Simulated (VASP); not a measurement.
All values below come from PBE GGA, VASP's PBE PAW potentials (set 64) (plane waves; VASP).

Input for VASP

**INCAR**
```
! general
SYSTEM   =  Ca
PREC     =  Accurate
ENCUT    =  480   ! plane-wave cut-off (eV)
LREAL    =  .FALSE.   ! projection in real space or not
LASPH    =  .TRUE.   ! aspherical one-centre terms

! electronic loop
EDIFF    =  1E-7   ! SCF stop (eV)
NELM     =  100   ! most electronic steps
ALGO     =  Normal   ! blocked Davidson

! smearing
ISMEAR   =  1   ! Methfessel-Paxton
SIGMA    =  0.1   ! width (eV)

! functional
GGA      =  PE   ! PBE

! ions
IBRION   =  2   ! conjugate gradients
NSW      =  40
ISIF     =  3   ! ions, shape and volume
EDIFFG   =  -0.01   ! ionic stop
PSTRESS  =  20   ! kbar

! output
LWAVE    =  .FALSE.
LCHARG   =  .FALSE.
```

File KPOINTS:
```
Automatic mesh
0
gamma
  10 10 10
0 0 0
```

### POSCAR
```
Ca
1
    0.0000000000     2.6763483740     2.6763483740
    2.6763483740    -0.0000000000     2.6763483740
    2.6763483740     2.6763483740     0.0000000000
Ca
1
Direct
  0.0000000000   0.0000000000   0.0000000000
```

POTCAR, in this order: Ca_sv (PBE.64 set). Program: vasp_std.

The run wrote:

**OUTCAR**
```
 ion  position               nearest neighbor table
   1  0.000  0.000  0.000-
  LATTYP: Found a face centered cubic cell.
 ALAT       =     5.3526967480
 Subroutine PRICEL returns:
 Original cell was already a primitive cell.
 Subroutine GETGRP returns: Found 48 space group operations
The static configuration has the point symmetry O_h .
The dynamic configuration has the point symmetry O_h .
 Subroutine INISYM returns: Found 48 space group operations
 Subroutine IBZKPT returns following result:
 Found     47 irreducible k-points:

 Following reciprocal coordinates:
            Coordinates               Weight
  0.000000  0.000000  0.000000      1.000000
  0.100000  0.000000  0.000000      8.000000
  0.200000  0.000000  0.000000      8.000000
  0.300000  0.000000  0.000000      8.000000
  0.400000  0.000000  0.000000      8.000000
  0.500000  0.000000  0.000000      4.000000
  0.100000  0.100000  0.000000      6.000000
  0.200000  0.100000  0.000000     24.000000
  0.300000  0.100000  0.000000     24.000000
  0.400000  0.100000  0.000000     24.000000
  0.500000  0.100000  0.000000     24.000000
 -0.400000  0.100000  0.000000     24.000000
 -0.300000  0.100000  0.000000     24.000000
 -0.200000  0.100000  0.000000     24.000000
 -0.100000  0.100000  0.000000     12.000000
  0.200000  0.200000  0.000000      6.000000
  0.300000  0.200000  0.000000     24.000000
  0.400000  0.200000  0.000000     24.000000
  0.500000  0.200000  0.000000     24.000000
 -0.400000  0.200000  0.000000     24.000000
 -0.300000  0.200000  0.000000     24.000000
 -0.200000  0.200000  0.000000     12.000000
  0.300000  0.300000  0.000000      6.000000
  0.400000  0.300000  0.000000     24.000000
  0.500000  0.300000  0.000000     24.000000
 -0.400000  0.300000  0.000000     24.000000
 -0.300000  0.300000  0.000000     12.000000
  0.400000  0.400000  0.000000      6.000000
  0.500000  0.400000  0.000000     24.000000
 -0.400000  0.400000  0.000000     12.000000
  0.500000  0.500000  0.000000      3.000000
  0.300000  0.200000  0.100000     24.000000
  0.400000  0.200000  0.100000     48.000000
  0.500000  0.200000  0.100000     48.000000
 -0.400000  0.200000  0.100000     24.000000
  0.400000  0.300000  0.100000     24.000000
  0.500000  0.300000  0.100000     48.000000
 -0.400000  0.300000  0.100000     48.000000
 -0.300000  0.300000  0.100000     48.000000
 -0.200000  0.300000  0.100000     24.000000
   k-points           NKPTS =     47   k-points in BZ     NKDIM =     47   number of bands    NBANDS=      9
   number of dos      NEDOS =    301   number of ions     NIONS =      1
   total plane-waves  NPLWV =  21952
   dimension x,y,z NGX =    28 NGY =   28 NGZ =   28
   dimension x,y,z NGXF=    56 NGYF=   56 NGZF=   56
   ions per type =               1
   PREC   = accura    normal or accurate (medium, high low for compatibility)
   ISTART =      0    job   : 0-new  1-cont  2-samecut
   ICHARG =      2    charge: 1-file 2-atom 10-const
   ISPIN  =      1    spin polarized calculation?
   LNONCOLLINEAR =      F non collinear calculations
   LSORBIT =      F    spin-orbit coupling
   INIWAV =      1    electr: 0-lowe 1-rand  2-diag
   ENCUT  =  480.0 eV  35.28 Ry    5.94 a.u.   6.76  6.76  6.76*2*pi/ulx,y,z
   NELM   =    100;   NELMIN=  2; NELMDL= -5     # of ELM steps
   EDIFF  = 0.1E-06   stopping-criterion for ELM
   LREAL  =      F    real-space projection
   NLSPLINE    = F    spline interpolate recip. space projectors
   LMAXMIX     =    2 max onsite mixed and CHGCAR
   VOSKOWN=      0    Vosko Wilk Nusair interpolation
...
```

**OSZICAR**
```
       N       E                     dE             d eps       ncg     rms          rms(c)
DAV:   1     0.630274742913E+02    0.63027E+02   -0.50407E+03   846   0.966E+02
DAV:   2    -0.753273183208E+00   -0.63781E+02   -0.63427E+02   873   0.228E+02
DAV:   3    -0.188331614211E+01   -0.11300E+01   -0.11242E+01  1277   0.328E+01
DAV:   4    -0.192371935401E+01   -0.40403E-01   -0.40345E-01  1296   0.480E+00
DAV:   5    -0.192444872749E+01   -0.72937E-03   -0.72908E-03  1342   0.387E-01    0.214E+00
DAV:   6    -0.191248121812E+01    0.11968E-01   -0.12874E-02  1090   0.142E+00    0.131E+00
DAV:   7    -0.190826427738E+01    0.42169E-02   -0.17452E-02  1069   0.181E+00    0.105E-01
DAV:   8    -0.190782960617E+01    0.43467E-03   -0.21909E-03  1028   0.499E-01    0.219E-02
DAV:   9    -0.190784050239E+01   -0.10896E-04   -0.10598E-04  1235   0.909E-02    0.473E-03
DAV:  10    -0.190784082791E+01   -0.32552E-06   -0.54392E-06  1161   0.245E-02    0.831E-04
DAV:  11    -0.190784038378E+01    0.44413E-06   -0.25600E-07  1333   0.438E-03    0.772E-04
DAV:  12    -0.190784018113E+01    0.20265E-06   -0.11480E-08   624   0.131E-03    0.176E-04
DAV:  13    -0.190784023107E+01   -0.49937E-07   -0.39209E-09   589   0.567E-04
   1 F= -.14292351E+01 E0= -.14288799E+01  d E =-.142924E+01
```

OUTCAR:
```
------------------------ aborting loop because EDIFF is reached ----------------------------------------
  FORCE on cell =-STRESS in cart. coord.  units (eV):
  Direction    XX          YY          ZZ          XY          YZ          ZX
  --------------------------------------------------------------------------------------
  Total        0.4717678      0.4717678      0.4717678     -0.0000000      0.0000000      0.0000000
  in kB       19.7142831     19.7142831     19.7142831     -0.0000000      0.0000000      0.0000000
  external PRESSURE =      -0.2857169 kB  Pullay stress =      20.0000000 kB
  volume of cell :       38.34
      direct lattice vectors                 reciprocal lattice vectors
     0.000000000  2.676348374  2.676348374    -0.186821718  0.186821718  0.186821718
     2.676348374  0.000000000  2.676348374     0.186821718 -0.186821718  0.186821718
     2.676348374  2.676348374  0.000000000     0.186821718  0.186821718 -0.186821718
 POSITION                                       TOTAL-FORCE (eV/Angst)
 -----------------------------------------------------------------------------------
      0.00000      0.00000      0.00000         0.000000      0.000000     -0.000000
 -----------------------------------------------------------------------------------
    total drift:                               -0.000000     -0.000000     -0.000000
  FREE ENERGIE OF THE ION-ELECTRON SYSTEM (eV)
  ---------------------------------------------------
  free  energy   TOTEN  =        -1.9078402311 eV

  energy  without entropy=       -1.9067745814  energy(sigma->0) =       -1.90748501
  enthalpy is  TOTEN    =        -1.4292351108 eV   P V=        0.4786051203

 reached required accuracy - stopping structural energy minimisation
```
(Selected blocks of OUTCAR.)

The compound is Ca in the fcc structure. It was relaxed first under an external pressure of 2 GPa.
